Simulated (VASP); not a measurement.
# CdTe: GW quasiparticle gap

Wanted: how far GW moves the Kohn-Sham levels of CdTe. The cell is of the zinc-blende type, one of the forms listed for this formula. The start is a cell from a database of measured crystal structures.

Method: LDA; plane waves and PAW (Te_GW, Cd_sv_GW), in the first sound run; inputs show where later runs differ, in VASP 6.6.1.

The database entry behind the starting cell differs from later determinations by our own check (an axis about 1.1 % short against later determinations), so it need not match the best structure at ambient conditions.

**1. Starting point**

It takes space group F-43m (No. 216, cubic). The conventional cell has a = 6.410 Å, b = 6.410 Å, c = 6.410 Å, α = 90.00°, β = 90.00°, γ = 90.00°. Nearest to Te lie 4 Cd at 2.78 Å. Nearest to Cd lie 4 Te at 2.78 Å. Farther neighbours and most contacts between anions are not listed.

Coordinates:

```cif
data_structure
_symmetry_space_group_name_H-M 'F-43m'
_symmetry_Int_Tables_number 216
_cell_length_a 6.4100
_cell_length_b 6.4100
_cell_length_c 6.4100
_cell_angle_alpha 90.000
_cell_angle_beta 90.000
_cell_angle_gamma 90.000
_cell_volume 263.37
loop_
_atom_site_label
_atom_site_type_symbol
_atom_site_symmetry_multiplicity
_atom_site_Wyckoff_symbol
_atom_site_fract_x
_atom_site_fract_y
_atom_site_fract_z
_atom_site_occupancy
Te1 Te 4 c 0.25000 0.25000 0.25000 1
Cd1 Cd 4 a 0.00000 0.00000 0.00000 1
```

**2. Empty bands**

ALGO = Exact makes the empty bands from the converged ground state in one step. LOPTICS writes the k-derivatives of the orbitals (WAVEDER), which give the long-wavelength limit of the screening.

Input file INCAR:

```
SYSTEM = CdTe
PREC = Accurate
ENCUT = 380
ISMEAR = 0
SIGMA = 0.01
LREAL = .FALSE.
GGA = CA
NBANDS = 56
ALGO = Exact
NELM = 1
LWAVE = .TRUE.
LCHARG = .FALSE.
LOPTICS = .TRUE.
NEDOS = 1000
CSHIFT = 0.1
```

Input file POSCAR:

```
CdTe
1.0
    0.0000000000      3.2050000000      3.2050000000
    3.2050000000      0.0000000000      3.2050000000
    3.2050000000      3.2050000000      0.0000000000
Te Cd
1 1
Direct
    0.7500000000      0.7500000000      0.7500000000
    0.0000000000      0.0000000000      0.0000000000
```

Input file KPOINTS:

```
Automatic mesh
0
Gamma
6 6 6
0 0 0
```

PAW data sets: Te_GW and Cd_sv_GW (LDA family, release 64).

Started as:

```bash
$ mpirun -np 4 vasp_std
```

Log:

```text
[banner, memory and clock lines left out]
running    4 mpi-ranks, on    1 nodes
 distrk:  each k-point on    4 cores,    1 groups
 distr:  one band on    1 cores,    4 groups

 POSCAR found type information on POSCAR TeCd
 POSCAR found :  2 types and       2 ions
 LDA part: xc-table for (Slater(with rela. corr.)+CA(PZ))
 , standard interpolation
 found WAVECAR, reading the header
  number of bands has changed, file:    19 present:    56
  trying to continue reading WAVECAR, but it might fail
 POSCAR, INCAR and KPOINTS ok, starting setup
 FFT: planning ... GRIDC
 FFT: planning ... GRID_SOFT
 FFT: planning ... GRID
 reading WAVECAR
 random initialization beyond band           19
 the WAVECAR file was read successfully
 initial charge from wavefunction
 entering main loop
       N       E                     dE             d eps       ncg     rms          rms(c)
DIA:   1    -0.604594622985E+01   -0.60459E+01    0.00000E+00     0   0.000E+00
   1 F= -.60459462E+01 E0= -.60459462E+01  d E =-.216453E-11
 writing wavefunctions
 optical routines
 imaginary and real dielectric function
 recalculating local potential from charge density
 direction            1
 direction            2
 direction            3
```

Run time: 19 s. Hardware: 4 MPI ranks of Intel Xeon 6975P-C (Granite Rapids), shared host; peak memory 1 GiB.

Lines that name or quote the potential files are left out of all logs, and their timing lines are given in words.

Parts of OUTCAR (step 2):

```text
ion  position               nearest neighbor table
   1  0.750  0.750  0.750-   2 2.78   2 2.78   2 2.78   2 2.78
   2  0.000  0.000  0.000-   1 2.78   1 2.78   1 2.78   1 2.78

  LATTYP: Found a face centered cubic cell.
 ALAT       =     6.4100000000

 Subroutine GETGRP returns: Found 24 space group operations
 (whereof 24 operations were pure point group operations)

The static configuration has the point symmetry T_d .

 Found     16 irreducible k-points:

   k-points           NKPTS =     16   k-points in BZ     NKDIM =     16   number of bands    NBANDS=     56

   dimension x,y,z NGX =    30 NGY =   30 NGZ =   30
   dimension x,y,z NGXF=    60 NGYF=   60 NGZF=   60

   ENCUT  =  380.0 eV  27.93 Ry    5.28 a.u.   7.20  7.20  7.20*2*pi/ulx,y,z

   NELECT =      26.0000    total number of electrons

 k-points in reciprocal lattice and weights: Automatic mesh
   0.00000000  0.00000000  0.00000000       0.005
   0.16666667  0.00000000  0.00000000       0.037
   0.33333333  0.00000000  0.00000000       0.037
   0.50000000  0.00000000  0.00000000       0.019
   0.16666667  0.16666667  0.00000000       0.028
   0.33333333  0.16666667  0.00000000       0.111
   0.50000000  0.16666667  0.00000000       0.111
  -0.33333333  0.16666667  0.00000000       0.111
  -0.16666667  0.16666667  0.00000000       0.056
[...]
-0.33333333  0.33333333  0.16666667       0.111
  -0.33333333  0.50000000  0.16666667       0.056

 average (electrostatic) potential at core
       1 -90.9436       2 -90.6228

 E-fermi :   3.6400

 k-point     1 :       0.0000    0.0000    0.0000
  band No.  band energies     occupation
    ...
      9      -4.5259      2.00000
     10      -4.5259      2.00000
     11       3.5983      2.00000
     12       3.5983      2.00000
     13       3.5983      2.00000
     14       4.2397      0.00000
     15       8.1058      0.00000
     16       8.1058      0.00000
     17       8.1058      0.00000
     18      10.8478      0.00000
    ...

 k-point     2 :       0.1667    0.0000    0.0000
  band No.  band energies     occupation
    ...
      9      -4.5280      2.00000
     10      -4.5280      2.00000
     11       1.7504      2.00000
     12       3.3499      2.00000
     13       3.3499      2.00000
     14       5.3685      0.00000
     15       8.2124      0.00000
     16       8.4592      0.00000
     17       8.4592      0.00000
     18      11.8512      0.00000
    ...

 k-point     3 :       0.3333    0.0000    0.0000
  band No.  band energies     occupation
    ...
      9      -4.5238      2.00000
     10      -4.4343      2.00000
     11      -0.1876      2.00000
     12       2.9399      2.00000
     13       2.9399      2.00000
     14       5.3999      0.00000
     15       8.7504      0.00000
     16       8.7504      0.00000
     17       9.7620      0.00000
     18      11.4511      0.00000
    ...

  Total       -0.1869651     -0.1869651     -0.1869651      0.0000000      0.0000000     -0.0000000
  in kB       -4.5494298     -4.5494298     -4.5494298      0.0000000      0.0000000     -0.0000000
  external PRESSURE =      -4.5494298 kB  Pullay stress =       0.0000000 kB

  energy-cutoff  :      380.00
  volume of cell :       65.84
      direct lattice vectors                 reciprocal lattice vectors
     0.000000000  3.205000000  3.205000000    -0.156006240  0.156006240  0.156006240
     3.205000000  0.000000000  3.205000000     0.156006240 -0.156006240  0.156006240
     3.205000000  3.205000000  0.000000000     0.156006240  0.156006240 -0.156006240

 POSITION                                       TOTAL-FORCE (eV/Angst)
 -----------------------------------------------------------------------------------
      4.80750      4.80750      4.80750         0.000000      0.000000      0.000000
      0.00000      0.00000      0.00000        -0.000000     -0.000000     -0.000000
 -----------------------------------------------------------------------------------
    total drift:                               -0.000001     -0.000001     -0.000001

  FREE ENERGIE OF THE ION-ELECTRON SYSTEM (eV)
  ---------------------------------------------------
  free  energy   TOTEN  =        -6.0459462298 eV

  energy  without entropy=       -6.0459462298  energy(sigma->0) =       -6.04594623

 plasma frequency squared (from intraband transitions) (eV^2)
  --------------------------------------------------------------------------------------
       0.000      -0.000      -0.000
      -0.000       0.000      -0.000
      -0.000      -0.000       0.000

[... 3 further parts left out ...]
```

The gap is read on the k-mesh alone, so it is an upper bound where the band edges lie off the mesh.

This step gave:

```
gap on the k-mesh              : 0.6414 eV
least direct gap on the k-mesh : 0.6414 eV
```

WAVECAR now holds 56 bands for 26 electrons. Its independent-particle dielectric tensor has xx, yy, zz = 17.9, 17.9, 17.9 on this mesh, which isn't tested for convergence in mesh or bands and lacks local fields.

**3. G0W0, bands in the sums 56**

This step: G0W0 on LDA; plane waves and PAW (Te_GW, Cd_sv_GW) (VASP 6.6.1).

One pass of GW corrects the levels to first order, with G and W from the starting orbitals.

Input file INCAR:

```
SYSTEM = CdTe
PREC = Accurate
ENCUT = 380
ISMEAR = 0
SIGMA = 0.01
LREAL = .FALSE.
GGA = CA
NBANDS = 56
ALGO = EVGW0
NELMGW = 1
ENCUTGW = 180
NOMEGA = 48
PRECFOCK = Fast
NBANDSGW = 24
LWAVE = .FALSE.
LCHARG = .FALSE.
```

POSCAR is that of step 2.

KPOINTS is that of step 2.

Started as:

```bash
$ mpirun -np 4 vasp_std
```

Log:

```text
[banner, memory and clock lines left out]
running    4 mpi-ranks, on    1 nodes
 distrk:  each k-point on    4 cores,    1 groups
 distr:  one band on    1 cores,    4 groups

 POSCAR found type information on POSCAR TeCd
 POSCAR found :  2 types and       2 ions
|                                                                             |
|           W    W    AA    RRRRR   N    N  II  N    N   GGGG   !!!           |
|           W    W   A  A   R    R  NN   N  II  NN   N  G    G  !!!           |
|           W    W  A    A  R    R  N N  N  II  N N  N  G       !!!           |
|           W WW W  AAAAAA  RRRRR   N  N N  II  N  N N  G  GGG   !            |
|           WW  WW  A    A  R   R   N   NN  II  N   NN  G    G                |
|           W    W  A    A  R    R  N    N  II  N    N   GGGG   !!!           |
|                                                                             |
|     The default for ENCUTGWSOFT is different in this version of VASP.       |
|     please manually set ENCUTGWSOFT =180 in the INCAR file.                 |
|                                                                             |

 LDA part: xc-table for (Slater(with rela. corr.)+CA(PZ))
 , standard interpolation
 found WAVECAR, reading the header
 POSCAR, INCAR and KPOINTS ok, starting setup
 FFT: planning ... GRIDC
 FFT: planning ... GRID_SOFT
 FFT: planning ... GRID
 reading WAVECAR
 the WAVECAR file was read successfully
 initial charge from wavefunction
 available memory per node:     89.68 GB, setting MAXMEM to     91833

 The Fermi energy was updated, please check that it is located mid-gap
 values below the HOMO (VB) or above the LUMO (CB) will cause erroneous energies
 E-fermi :   3.9190

 calculate exact exchange contribution
 the WAVEDER file was read successfully
|                                                                             |
|           W    W    AA    RRRRR   N    N  II  N    N   GGGG   !!!           |
|           W    W   A  A   R    R  NN   N  II  NN   N  G    G  !!!           |
|           W    W  A    A  R    R  N N  N  II  N N  N  G       !!!           |
|           W WW W  AAAAAA  RRRRR   N  N N  II  N  N N  G  GGG   !            |
|           WW  WW  A    A  R   R   N   NN  II  N   NN  G    G                |
|           W    W  A    A  R    R  N    N  II  N    N   GGGG   !!!           |
|                                                                             |
|     Automatic setting of frequency mesh for GW failed. Frequency mesh       |
|     properly not suitable for determining QP energies. Consider             |
|     increasing number of kpoints.                                           |
|                                                                             |

energies w=
    0.000    0.000    1.412    0.000    2.818    0.000    4.215    0.000
    5.598    0.000    6.963    0.000    8.308    0.000    9.631    0.000
   10.932    0.000   12.209    0.000   13.465    0.000   14.701    0.000
   15.918    0.000   17.119    0.000   18.308    0.000   19.487    0.000
   20.659    0.000   21.830    0.000   23.002    0.000   24.180    0.000
   25.370    0.000   26.575    0.000   27.802    0.000   29.057    0.000
   30.346    0.000   31.677    0.000   33.058    0.000   34.499    0.000
   36.010    0.000   37.605    0.000   39.298    0.000   41.108    0.000
   43.054    0.000   45.163    0.000   47.465    0.000   50.000    0.000
   52.814    0.000   55.970    0.000   59.545    0.000   63.642    0.000
   68.398    0.000   74.000    0.000   80.708    0.000   88.899    0.000
   99.134    0.000  112.291    0.000  129.823    0.000  154.318    0.000
 responsefunction array rank=     372
 LDA part: xc-table for (Slater(with rela. corr.)+CA(PZ))
 , standard interpolation

 min. memory requirement per mpi rank    426.5 MB, per node   1706.1 MB

 allocating  12 responsefunctions rank=   372
 shmem allocating  48 responsefunctions rank=   372
 response function shared by NCSHMEM nodes    1
 Doing           12  frequencies on each core in blocks of           48
NQ=   1    0.0000    0.0000    0.0000,
|.........|.........|.........|.........|.........|.........|.........|.........
 performed        284000 updates of chi_q(r,r)
 total number of BLAS operations        261.56 Gflops
NQ=   2    0.1667    0.0000    0.0000,
|.........|.........|.........|.........|.........|.........|.........|.........
 performed        751000 updates of chi_q(r,r)
 total number of BLAS operations        735.33 Gflops
NQ=   3    0.3333    0.0000    0.0000,
|.........|.........|.........|.........|.........|.........|.........|.........
 performed       1218000 updates of chi_q(r,r)
 total number of BLAS operations       1217.11 Gflops
NQ=   4    0.5000    0.0000    0.0000,
|.........|.........|.........|.........|.........|.........|.........|.........
 performed       1620000 updates of chi_q(r,r)
 total number of BLAS operations       1653.47 Gflops
NQ=   5    0.1667    0.1667    0.0000,
|.........|.........|.........|.........|.........|.........|.........|.........
 performed       2087000 updates of chi_q(r,r)
 total number of BLAS operations       2114.02 Gflops
NQ=   6    0.3333    0.1667    0.0000,
|.........|.........|.........|.........|.........|.........|.........|.........
 performed       2785000 updates of chi_q(r,r)
 total number of BLAS operations       2834.16 Gflops
NQ=   7    0.5000    0.1667    0.0000,
|.........|.........|.........|.........|.........|.........|.........|.........
 performed       3483000 updates of chi_q(r,r)
 total number of BLAS operations       3590.85 Gflops
NQ=   8   -0.3333    0.1667    0.0000,
|.........|.........|.........|.........|.........|.........|.........|.........
 performed       4181000 updates of chi_q(r,r)
 total number of BLAS operations       4302.98 Gflops
NQ=   9   -0.1667    0.1667    0.0000,
|.........|.........|.........|.........|.........|.........|.........|.........
 performed       4793000 updates of chi_q(r,r)
 total number of BLAS operations       4927.41 Gflops
NQ=  10    0.3333    0.3333    0.0000,
|.........|.........|.........|.........|.........|.........|.........|.........
 performed       5260000 updates of chi_q(r,r)
 total number of BLAS operations       5398.53 Gflops
NQ=  11    0.5000    0.3333    0.0000,
|.........|.........|.........|.........|.........|.........|.........|.........
 performed       5958000 updates of chi_q(r,r)
 total number of BLAS operations       6122.68 Gflops
NQ=  12   -0.3333    0.3333    0.0000,
|.........|.........|.........|.........|.........|.........|.........|.........
 performed       6570000 updates of chi_q(r,r)
 total number of BLAS operations       6775.41 Gflops
NQ=  13    0.5000    0.5000    0.0000,
|.........|.........|.........|.........|.........|.........|.........|.........
 performed       6935000 updates of chi_q(r,r)
 total number of BLAS operations       7153.98 Gflops
NQ=  14    0.5000    0.3333    0.1667,
|.........|.........|.........|.........|.........|.........|.........|.........
 performed       7714000 updates of chi_q(r,r)
 total number of BLAS operations       7948.33 Gflops
NQ=  15   -0.3333    0.3333    0.1667,
|.........|.........|.........|.........|.........|.........|.........|.........
 performed       8450000 updates of chi_q(r,r)
 total number of BLAS operations       8754.49 Gflops
NQ=  16   -0.3333    0.5000    0.1667,
|.........|.........|.........|.........|.........|.........|.........|.........
 performed       9065000 updates of chi_q(r,r)
 total number of BLAS operations       9420.90 Gflops
 resolving degeneracies of screened two electron integrals

 calculate QP shifts <psi_nk| G(iteration)W_0 |psi_nk>: iteration 1
 entering main loop
```

The job ended after 9.2 min (4 MPI ranks; peak memory 1.9 GiB).

From OUTCAR (step 3):

```text
The static configuration has the point symmetry T_d .

 Found     16 irreducible k-points:

   k-points           NKPTS =     16   k-points in BZ     NKDIM =    216   number of bands    NBANDS=     56

   NELECT =      26.0000    total number of electrons

 E-fermi :   3.9190

 QP shifts <psi_nk| G(iteration)W_0 |psi_nk>: iteration 1
 for sc-GW calculations column KS-energies equals QP-energies in previous step
 and V_xc(KS)=  KS-energies - (<T + V_ion + V_H > + <T+V_H+V_ion>^1  + <V_x>^1)
 k-point   1 :       0.0000    0.0000    0.0000
  band No.  KS-energies  QP-energies   sigma(KS)   V_xc(KS)     V^pw_x(r,r')   Z            occupation Imag(sigma)
    ...
     10      -4.5259      -5.6360     -26.7247     -25.2452     -32.8209       0.7503       2.0000       0.9318
     11       3.5983       3.4979     -12.8123     -12.6868     -14.2517       0.8002       2.0000       0.3424
     12       3.5983       3.4979     -12.8123     -12.6868     -14.2517       0.8002       2.0000       0.3424
     13       3.5983       3.4979     -12.8123     -12.6868     -14.2517       0.8002       2.0000       0.3424
     14       4.2397       5.4825      -9.5074     -11.0284      -6.9633       0.8171       0.0000      -0.3079
     15       8.1058       9.2501      -8.6710     -10.0749      -5.5175       0.8150       0.0000      -0.5003
     16       8.1058       9.2501      -8.6710     -10.0749      -5.5175       0.8150       0.0000      -0.5003
     17       8.1058       9.2501      -8.6710     -10.0749      -5.5175       0.8150       0.0000      -0.5003
    ...

 k-point   2 :       0.1667    0.0000    0.0000
  band No.  KS-energies  QP-energies   sigma(KS)   V_xc(KS)     V^pw_x(r,r')   Z            occupation Imag(sigma)
    ...
     10      -4.5280      -5.6372     -26.7175     -25.2386     -32.8150       0.7501       2.0000       0.9330
     11       1.7504       1.6211     -12.2793     -12.1176     -13.8783       0.7994       2.0000       0.4418
     12       3.3499       3.2182     -12.6113     -12.4466     -14.0895       0.7995       2.0000       0.3584
     13       3.3499       3.2182     -12.6113     -12.4466     -14.0895       0.7995       2.0000       0.3584
     14       5.3685       6.5431      -9.6034     -11.0474      -7.0155       0.8134       0.0000      -0.3446
     15       8.2124       9.3303      -8.5670      -9.9361      -5.3876       0.8165       0.0000      -0.5170
     16       8.4592       9.6355      -8.7490     -10.1952      -5.5197       0.8133       0.0000      -0.5268
     17       8.4592       9.6355      -8.7490     -10.1952      -5.5197       0.8133       0.0000      -0.5268
    ...

 k-point   3 :       0.3333    0.0000    0.0000
  band No.  KS-energies  QP-energies   sigma(KS)   V_xc(KS)     V^pw_x(r,r')   Z            occupation Imag(sigma)
    ...
     10      -4.4343      -5.4893     -25.1487     -23.7553     -31.0455       0.7571       2.0000       1.0036
     11      -0.1876      -0.6213     -12.0055     -11.4601     -14.3669       0.7953       2.0000       0.6876
     12       2.9399       2.7532     -12.3251     -12.0911     -13.8950       0.7981       2.0000       0.3909
     13       2.9399       2.7532     -12.3251     -12.0911     -13.8950       0.7981       2.0000       0.3909
     14       5.3999       6.5775      -9.2648     -10.7099      -6.4966       0.8149       0.0000      -0.3714
     15       8.7504       9.8943      -8.6010     -10.0061      -5.3135       0.8141       0.0000      -0.5484
     16       8.7504       9.8943      -8.6010     -10.0061      -5.3135       0.8141       0.0000      -0.5484
     17       9.7620      10.9514      -8.0843      -9.5403      -4.4997       0.8169       0.0000      -0.6686
    ...

[... 7 parts as in an earlier step ...]

[... 5 further parts left out ...]
```

Numbers from this step:

- quasiparticle gap on the mesh: 1.985 eV
- smallest direct quasiparticle gap on the mesh: 1.985 eV
- gap of the starting orbitals on the mesh: 0.6414 eV

GW takes the gap from 0.641 to 1.985 eV. Spin-orbit coupling is left out. The value holds for 56 bands, ENCUTGW = 180 eV and this mesh, and isn't shown to be converged in them. VASP warns that the automatic setting of its frequency mesh failed and advises more k points, so the value is in doubt.

(Part 1 of 3 ends here.)

[Lines on the potential files, build, host, timing and source positions are cut from VASP's logs without a mark.]

[Logs are printed without paths, hosts, clocks, repeated set-up lines and the standing remarks that a program may print on its own settings, such as how far it seeks lower states.]

[Hosts, paths, dates, database ids (printed as entryN), source tags and the programs' standing remarks are cut or masked in the printed files.]

[Pressures printed for these runs are not shown converged in the cutoff: they can be off by several GPa and have the wrong sign.]
